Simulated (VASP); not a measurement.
Given:

```
CELL_PARAMETERS angstrom
      5.13572     0.00000     0.00000
      2.56786     4.44767     0.00000
      0.00000     0.00000    20.37334
ATOMIC_POSITIONS crystal
  Cu 0.00000 0.00000 0.34563
  Cu 0.50000 0.00000 0.34563
  Cu 0.00000 0.50000 0.34563
  Cu 0.50000 0.50000 0.34563
  Cu 0.16667 0.16667 0.44854
  Cu 0.66667 0.16667 0.44854
  Cu 0.16667 0.66667 0.44854
  Cu 0.66667 0.66667 0.44854
  Cu 0.83333 0.33333 0.55146
  Cu 0.33333 0.33333 0.55146
  Cu 0.83333 0.83333 0.55146
  Cu 0.33333 0.83333 0.55146
  Cu 0.00000 0.00000 0.65437
  Cu 0.50000 0.00000 0.65437
  Cu 0.00000 0.50000 0.65437
  Cu 0.50000 0.50000 0.65437
  O  0.16667 0.16667 0.71303
```

The numbers are results of PBE GGA, VASP's PBE PAW potentials (set 64) (plane waves; VASP), not measurements. Settings: PREC = Normal, EDIFF = 1E-5, 400 eV cut-off, 6×6×1 Γ-centred mesh, first-order Methfessel-Paxton smearing of 0.10 eV, potentials Cu O.

Question: The ions are relaxed. Predict the relaxed structure.

Answer: 
```
CELL_PARAMETERS angstrom
      5.13572     0.00000     0.00000
      2.56786     4.44767     0.00000
      0.00000     0.00000    20.37334
ATOMIC_POSITIONS crystal
  Cu 0.99951 0.99951 0.34710
  Cu 0.50099 0.99951 0.34710
  Cu 0.99951 0.50099 0.34710
  Cu 0.50000 0.50000 0.34804
  Cu 0.16667 0.16667 0.44859
  Cu 0.66797 0.16407 0.44925
  Cu 0.16407 0.66797 0.44925
  Cu 0.66797 0.66797 0.44925
  Cu 0.83581 0.33209 0.54978
  Cu 0.33209 0.33209 0.54978
  Cu 0.83333 0.83333 0.55430
  Cu 0.33209 0.83581 0.54978
  Cu 0.99443 0.99443 0.65583
  Cu 0.51113 0.99443 0.65583
  Cu 0.99443 0.51113 0.65583
  Cu 0.50000 0.50000 0.64640
  O  0.16667 0.16667 0.70978
```

Question: How much energy does the relaxation gain?

Answer: The energy (σ→0) changes by -6.8 meV/atom, in 13 ionic steps.

The cell is a thin slab with vacuum, built from Cu (fcc): (111) face, O adsorbed.
